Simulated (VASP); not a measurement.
VASP ran on this input.

INCAR:
```
SYSTEM = AgCl
PREC = Accurate
ENCUT = 400
EDIFF = 1E-6
NELM = 25
ALGO = VeryFast
LREAL = .FALSE.
LASPH = .TRUE.
ISMEAR = 0
SIGMA = 0.05
GGA = PE
LMAXMIX = 4
LWAVE = .FALSE.
LCHARG = .FALSE.
ISIF = 2
HFSCREEN = 0.2
AEXX = 0.25
LHFCALC = .TRUE.
PRECFOCK = Fast
ISYM = 3
```

File POSCAR:
```
AgCl
1
    0.0000000000     2.7750000000     2.7750000000
    2.7750000000     0.0000000000     2.7750000000
    2.7750000000     2.7750000000     0.0000000000
Ag Cl
1 1
Direct
  0.0000000000   0.0000000000   0.0000000000
  0.5000000000   0.5000000000   0.5000000000
```

### KPOINTS
```
Automatic mesh
0
Gamma
2 2 2
0 0 0
```

POTCAR, in this order: Ag Cl (PBE.64 set). Program: vasp_std.

The resulting files:

**standard output**
```
 POSCAR found type information on POSCAR AgCl
 POSCAR found :  2 types and       2 ions
 Reading from existing POTCAR
 Reading from existing POTCAR
 LDA part: xc-table for (Slater+PW92), standard interpolation
 POSCAR, INCAR and KPOINTS ok, starting setup
 WAVECAR not read
 entering main loop
       N       E                     dE             d eps       ncg     rms          rms(c)
RMM:   1    -0.902605595127E+03   -0.90261E+03   -0.53961E+03    39   0.849E+02
RMM:   2    -0.104972631869E+04   -0.14712E+03   -0.15434E+03    39   0.248E+02
RMM:   3    -0.108792368124E+04   -0.38197E+02   -0.37934E+02    39   0.115E+02
RMM:   4    -0.108914975971E+04   -0.12261E+01   -0.56774E+01    39   0.504E+01
RMM:   5    -0.108758828096E+04    0.15615E+01   -0.19737E+01    39   0.270E+01
RMM:   6    -0.108758685944E+04    0.14215E-02   -0.77235E+00    39   0.157E+01
RMM:   7    -0.108738456830E+04    0.20229E+00   -0.46236E+00    39   0.110E+01
RMM:   8    -0.108736334242E+04    0.21226E-01   -0.33845E+00    39   0.880E+00
RMM:   9    -0.108726921451E+04    0.94128E-01   -0.37196E+00   116   0.740E+00
RMM:  10    -0.108732650409E+04   -0.57290E-01   -0.27798E+00   111   0.606E+00
RMM:  11    -0.108738878080E+04   -0.62277E-01   -0.32034E+00   115   0.601E+00
RMM:  12    -0.108740394127E+04   -0.15160E-01   -0.33397E+00   120   0.587E+00    0.170E+01
RMM:  13     0.712325927473E+02    0.11586E+04   -0.45231E+01   156   0.538E+01    0.961E+00
RMM:  14     0.684699475038E+02   -0.27626E+01   -0.64816E+00   131   0.170E+01    0.249E+00
RMM:  15     0.695686444249E+02    0.10987E+01   -0.26883E+00   118   0.641E+00    0.115E+00
RMM:  16     0.697563502585E+02    0.18771E+00   -0.26396E+00   117   0.585E+00    0.707E-01
RMM:  17     0.697823331862E+02    0.25983E-01   -0.27012E+00   122   0.574E+00    0.503E-01
RMM:  18     0.698241390782E+02    0.41806E-01   -0.26971E+00   129   0.579E+00    0.260E-01
RMM:  19     0.697988196307E+02   -0.25319E-01   -0.27044E+00   127   0.561E+00    0.141E-01
RMM:  20     0.697841554027E+02   -0.14664E-01   -0.31421E+00   131   0.600E+00    0.128E-01
RMM:  21     0.697982095604E+02    0.14054E-01   -0.27090E+00   130   0.573E+00    0.192E-01
RMM:  22     0.698320194111E+02    0.33810E-01   -0.27134E+00   131   0.572E+00    0.938E-02
RMM:  23     0.698046907822E+02   -0.27329E-01   -0.27127E+00   132   0.565E+00    0.122E-01
RMM:  24     0.698267742039E+02    0.22083E-01   -0.27096E+00   135   0.567E+00    0.120E-01
RMM:  25     0.698029722778E+02   -0.23802E-01   -0.27177E+00   132   0.565E+00

 -----------------------------------------------------------------------------
|                                                                             |
|           W    W    AA    RRRRR   N    N  II  N    N   GGGG   !!!           |
|           W    W   A  A   R    R  NN   N  II  NN   N  G    G  !!!           |
|           W    W  A    A  R    R  N N  N  II  N N  N  G       !!!           |
|           W WW W  AAAAAA  RRRRR   N  N N  II  N  N N  G  GGG   !            |
|           WW  WW  A    A  R   R   N   NN  II  N   NN  G    G                |
|           W    W  A    A  R    R  N    N  II  N    N   GGGG   !!!           |
|                                                                             |
|     The electronic self-consistency was not achieved in the given           |
|     number of steps (NELM). The forces and other quantities evaluated       |
|     might not be reliable so examine the results carefully. If you find     |
|     spurious results, we suggest increasing NELM, if you were close to      |
|     convergence or switching to a different ALGO or adjusting the           |
|     density mixing parameters otherwise.                                    |
|                                                                             |
 -----------------------------------------------------------------------------

   1 F= 0.69802972E+02 E0= 0.69802972E+02  d E =-.173609E-10
```

File OUTCAR:
```
------------------------ aborting loop EDIFF was not reached (unconverged)  ----------------------------
  FORCE on cell =-STRESS in cart. coord.  units (eV):
  Direction    XX          YY          ZZ          XY          YZ          ZX
  --------------------------------------------------------------------------------------
  Total      -42.6155539    -42.6155539    -42.6155539      0.0000000      0.0000000      0.0000000
  in kB    -1597.5695035  -1597.5695035  -1597.5695035      0.0000000      0.0000000      0.0000000
  external PRESSURE =   -1597.5695035 kB  Pullay stress =       0.0000000 kB
  volume of cell :       42.74
      direct lattice vectors                 reciprocal lattice vectors
     0.000000000  2.775000000  2.775000000    -0.180180180  0.180180180  0.180180180
     2.775000000  0.000000000  2.775000000     0.180180180 -0.180180180  0.180180180
     2.775000000  2.775000000  0.000000000     0.180180180  0.180180180 -0.180180180
  FREE ENERGIE OF THE ION-ELECTRON SYSTEM (eV)
  ---------------------------------------------------
  free  energy   TOTEN  =        69.8029722778 eV

  energy  without entropy=       69.8029722778  energy(sigma->0) =       69.80297228

  exchange ACFDT corr.  =         0.00000000  see jH, gK, PRB 81, 115126
```
(Selected blocks of OUTCAR.)

**Question.** Read the log: what went wrong, and how is it fixed?

**Answer.** The cause: a hybrid functional was run with ALGO = VeryFast. The run did not converge; its last values are not results. Against the sound run, the energy per atom (σ→0) goes up by 38.001 eV/atom; the pressure decreases by 165.15 GPa; the band gap drops by 0.89 eV. To mend it, set ALGO = Normal.

The mended run (HSE06 screened hybrid, plane waves, VASP's PBE PAW potentials (set 64)) converges, and its OSZICAR ends with
```
   1 F= -.61988216E+01 E0= -.61988216E+01  d E =-.161244E-10
```

The compound is AgCl in the rock salt structure. The cell was not relaxed at this level.
